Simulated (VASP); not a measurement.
A convergence study with VASP on CoH (space group Fm-3m): one setting is varied, all else stays as given below, so the limit is that of these other settings. Each run relaxes cell and ions from the cell shown. The basis is that of the starting cell, so low cut-offs carry a Pulay error.

```yaml
crystal:
  lattice:
    - [0.00000, 1.84296, 1.84296]
    - [1.84296, 0.00000, 1.84296]
    - [1.84296, 1.84296, 0.00000]
  atoms:
    - { symbol: Co, position: [0.00000, 0.00000, 0.00000] }
    - { symbol: H, position: [0.50000, 0.50000, 0.50000] }
```

Computed with PBEsol GGA, VASP's PBE PAW potentials (set 64) (plane waves; VASP 6.6.1). The tightest run used: 700 eV cut-off, 14×14×14 Γ-centred mesh, first-order Methfessel-Paxton smearing of 0.10 eV, potentials Co H.

```csv
setting,relaxed volume (Å³/atom),E (eV/atom),moment (μB),plane waves
ENCUT = 200,5.281,-5.6597,0.001,92
ENCUT = 250,5.878,-5.5855,1.036,121
ENCUT = 300,6.018,-5.5828,1.062,169
```

Problem. These are the cheaper rows. Estimate the results at ENCUT = 700, and how far the last row shown lies from them.

Solution. 
| quantity | tightest run | last row shown is off by |
|---|---|---|
| relaxed volume (Å³/atom) | 6.058 | -0.040 |
| E (eV/atom) | -5.5793 | -0.0035 |
| moment (μB) | 1.070 | -0.008 |

Left out are rungs that failed or repeat a setting and relaxations that didn't move; long series are thinned to 24 rows.

The structure comes from a computed database's CoH entry (Fm-3m); how it stands against other phases isn't given here.
